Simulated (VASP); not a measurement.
Output of a VASP run:

File OSZICAR:
```
...
   1 F= -.18846232E+02 E0= -.18846232E+02  d E =-.188462E+02
       N       E                     dE             d eps       ncg     rms          rms(c)
DAV:   1    -0.301731597146E+02   -0.16758E+01   -0.11461E+02   696   0.118E+02    0.198E+03
DAV:   2    -0.270979016664E+02    0.30753E+01   -0.11230E+01   936   0.352E+01    0.582E+02
DAV:   3    -0.265636312948E+02    0.53427E+00   -0.25997E+00   760   0.134E+01    0.478E+01
DAV:   4    -0.265867208428E+02   -0.23090E-01   -0.73438E-01  1152   0.556E+00    0.166E+01
DAV:   5    -0.265849808506E+02    0.17400E-02   -0.46631E-01   952   0.676E+00    0.888E+01
DAV:   6    -0.265810158435E+02    0.39650E-02   -0.11769E-02   800   0.115E+00    0.655E+01
DAV:   7    -0.265789478258E+02    0.20680E-02   -0.82473E-02   896   0.237E+00    0.250E+01
DAV:   8    -0.265786504076E+02    0.29742E-03   -0.81389E-03  1008   0.661E-01    0.393E+00
DAV:   9    -0.265786023290E+02    0.48079E-04   -0.35199E-04   872   0.157E-01    0.791E-01
DAV:  10    -0.265785901349E+02    0.12194E-04   -0.14012E-04   776   0.141E-01    0.500E-01
DAV:  11    -0.265785940401E+02   -0.39052E-05   -0.10467E-05   960   0.254E-02    0.181E-01
DAV:  12    -0.265785954569E+02   -0.14168E-05   -0.22698E-06   640   0.152E-02    0.432E-02
DAV:  13    -0.265785954952E+02   -0.38359E-07   -0.33360E-07   376   0.541E-03
   2 F= -.18342878E+02 E0= -.18342878E+02  d E =0.503355E+00
       N       E                     dE             d eps       ncg     rms          rms(c)
DAV:   1    -0.303768992081E+02   -0.37983E+01   -0.61590E+01   640   0.791E+01    0.159E+03
DAV:   2    -0.294197900214E+02    0.95711E+00   -0.33841E+01   784   0.668E+01    0.115E+02
DAV:   3    -0.289479141595E+02    0.47188E+00   -0.22315E+01   904   0.381E+01    0.587E+02
DAV:   4    -0.282233019607E+02    0.72461E+00   -0.12157E+01   968   0.327E+01    0.173E+01
DAV:   5    -0.283870047947E+02   -0.16370E+00   -0.30103E+00   960   0.156E+01    0.310E+02
DAV:   6    -0.282000951213E+02    0.18691E+00   -0.10479E+00  1040   0.868E+00    0.689E+01
DAV:   7    -0.281861799928E+02    0.13915E-01   -0.19738E-01  1008   0.408E+00    0.503E+00
DAV:   8    -0.281859556457E+02    0.22435E-03   -0.37403E-03   736   0.543E-01    0.104E+00
DAV:   9    -0.281857459736E+02    0.20967E-03   -0.17020E-03  1080   0.385E-01    0.117E+00
DAV:  10    -0.281856203655E+02    0.12561E-03   -0.24607E-04   784   0.166E-01    0.194E+00
DAV:  11    -0.281856030872E+02    0.17278E-04   -0.40240E-05  1184   0.357E-02    0.671E-01
DAV:  12    -0.281856004351E+02    0.26522E-05   -0.13200E-05   904   0.296E-02    0.454E-02
DAV:  13    -0.281856005390E+02   -0.10397E-06   -0.45642E-07   368   0.733E-03
   3 F= -.18914506E+02 E0= -.18914506E+02  d E =-.682731E-01
       N       E                     dE             d eps       ncg     rms          rms(c)
DAV:   1    -0.281694671469E+02    0.16133E-01   -0.14856E-02   656   0.127E+00    0.209E+01
DAV:   2    -0.281690665818E+02    0.40057E-03   -0.32321E-03   832   0.601E-01    0.220E+00
DAV:   3    -0.281690569745E+02    0.96073E-05   -0.24629E-03   912   0.417E-01    0.549E+00
DAV:   4    -0.281689608341E+02    0.96140E-04   -0.51124E-04   960   0.210E-01    0.179E+00
DAV:   5    -0.281689574077E+02    0.34264E-05   -0.34940E-05  1048   0.328E-02    0.147E+00
DAV:   6    -0.281689561461E+02    0.12616E-05   -0.23046E-05  1112   0.394E-02    0.313E-01
DAV:   7    -0.281689559116E+02    0.23449E-06   -0.76793E-07   360   0.882E-03
   4 F= -.18914659E+02 E0= -.18914659E+02  d E =-.684269E-01
```

### OUTCAR
```
------------------------ aborting loop because EDIFF is reached ----------------------------------------
  FORCE on cell =-STRESS in cart. coord.  units (eV):
  Direction    XX          YY          ZZ          XY          YZ          ZX
  --------------------------------------------------------------------------------------
  Total        9.2404327      9.2404327      9.2404327     -0.0000000      0.0000000      0.0000000
  in kB      449.3258558    449.3258558    449.3258558     -0.0000000      0.0000000      0.0000000
  external PRESSURE =      -0.6741442 kB  Pullay stress =     450.0000000 kB
  volume of cell :       32.95
      direct lattice vectors                 reciprocal lattice vectors
     0.000000000  2.544508041  2.544508041    -0.196501639  0.196501639  0.196501639
     2.544508041 -0.000000000  2.544508041     0.196501639 -0.196501639  0.196501639
     2.544508041  2.544508041 -0.000000000     0.196501639  0.196501639 -0.196501639
 POSITION                                       TOTAL-FORCE (eV/Angst)
 -----------------------------------------------------------------------------------
      2.54451     -0.00000      2.54451         0.000000      0.000000     -0.000000
      1.27225      1.27225      1.27225        -0.000000      0.000000      0.000000
      3.81676      3.81676      3.81676         0.000000     -0.000000     -0.000000
 -----------------------------------------------------------------------------------
    total drift:                                0.000000     -0.000000      0.000000
  FREE ENERGIE OF THE ION-ELECTRON SYSTEM (eV)
  ---------------------------------------------------
  free  energy   TOTEN  =       -28.1689559116 eV

  energy  without entropy=      -28.1689559116  energy(sigma->0) =      -28.16895591
  enthalpy is  TOTEN    =       -18.9146594110 eV   P V=        9.2542965006

 reached required accuracy - stopping structural energy minimisation
```
(Selected blocks of OUTCAR.)

**POSCAR**
```
CeO2
1
    0.0000000000     2.5803659353     2.5803659353
    2.5803659353     0.0000000000     2.5803659353
    2.5803659353     2.5803659353     0.0000000000
Ce O
1 2
Direct
  0.0000000000   0.0000000000   0.0000000000
  0.2500000000   0.2500000000   0.2500000000
  0.7500000000   0.7500000000   0.7500000000
```

Q: Reconstruct the remaining input files.

A: One answer among several that fit: the input of the run itself, LDA (Ceperley-Alder, Perdew-Zunger), plane waves, VASP's LDA PAW potentials (set 64).

**KPOINTS**
```
Automatic mesh
0
Gamma
7 7 7
0 0 0
```

**INCAR**
```
ALGO=Normal
EDIFF=1E-6
EDIFFG=-0.02
ENCUT=620
IBRION=2
ISIF=3
ISMEAR=0
LASPH=.TRUE.
LCHARG=.FALSE.
LMAXMIX=6
LREAL=.FALSE.
LWAVE=.FALSE.
NELM=100
NSW=40
PREC=Accurate
PSTRESS=450
SIGMA=0.05
SYSTEM=CeO2
```

POTCAR, in this order: Ce O (LDA.64 set). Program: vasp_std.

Energy and stress use the plane-wave basis of the starting cell.

The compound is CeO2 in the fluorite structure. This run relaxes it under an external pressure of 45 GPa. Symmetry was kept, so distortions that lower it aren't found. The run is not spin-polarised, so no magnetic state was tried.
